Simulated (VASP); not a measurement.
The input files of a VASP run:

**INCAR**
```
! general
SYSTEM   =  Pb2SeS
PREC     =  Accurate
ENCUT    =  400
LREAL    =  .FALSE.
LASPH    =  .TRUE.

! electronic loop
EDIFF    =  1E-6   ! SCF stop (eV)
NELM     =  100   ! most electronic steps
ALGO     =  Normal   ! blocked Davidson
LMAXMIX  =  4

! smearing
ISMEAR   =  0   ! Gaussian
SIGMA    =  0.05

! ions
IBRION   =  2
NSW      =  60   ! most ionic steps
ISIF     =  3   ! ions, shape and volume
EDIFFG   =  -0.02   ! ionic stop

! output
LWAVE    =  .FALSE.
LCHARG   =  .FALSE.
```

POSCAR:
```
Pb2SeS
1
    4.2323665450     0.0000000000     0.0000000000
    0.0000000000     4.2323665450     0.0000000000
    0.0000000000     0.0000000000     5.8819531066
Pb Se S
2 1 1
Direct
  0.0000000000   0.0000000000   0.0000000000
  0.5000000000   0.5000000000   0.5000000000
  0.5000000000   0.5000000000   0.0000000000
  0.0000000000   0.0000000000   0.5000000000
```

### KPOINTS
```
Automatic mesh
0
Gamma
5 5 4
0 0 0
```

POTCAR, in this order: Pb_d Se S (LDA.64 set). Program: vasp_std.

**Question.** Translate this LDA calculation to Quantum ESPRESSO's pw.x.

**Answer.** One equivalent input (not run):
```
&CONTROL
  calculation = 'vc-relax'
  pseudo_dir = './pseudo'
  outdir = './out'
  tprnfor = .true.
  tstress = .true.
  nstep = 60
  forc_conv_thr = 0.00078
/
&SYSTEM
  ibrav = 0
  nat = 4
  ntyp = 3
  ecutwfc = 86
  occupations = 'smearing'
  smearing = 'gaussian'
  degauss = 0.003675
  input_dft = 'pz'
/
&ELECTRONS
  conv_thr = 7.3e-08
  electron_maxstep = 100
/
&IONS
/
&CELL
/
ATOMIC_SPECIES
  Pb 207.200 Pb.upf
  Se 78.971 Se.upf
  S 32.060 S.upf
CELL_PARAMETERS angstrom
     4.2323665    0.0000000    0.0000000
     0.0000000    4.2323665    0.0000000
     0.0000000    0.0000000    5.8819531
ATOMIC_POSITIONS crystal
  Pb   0.0000000  0.0000000  0.0000000
  Pb   0.5000000  0.5000000  0.5000000
  Se   0.5000000  0.5000000  0.0000000
  S    0.0000000  0.0000000  0.5000000
K_POINTS automatic
  5 5 4 0 0 0
```
Limits of the translation: the potentials are each code's own (VASP's PAW set, PseudoDojo norm-conserving files in pw.x), so ENCUT and ecutwfc are chosen apart and not converted; conv_thr bounds pw.x's estimated SCF error, while EDIFF bounds the energy change between steps; forc_conv_thr acts on force components and is met together with etot_conv_thr.

The structure comes from a computed database's Pb2SeS entry (P4/mmm); how it stands against other phases isn't given here. This run relaxes it. Symmetry was kept, so distortions that lower it aren't found. The start is the result of an earlier pass.
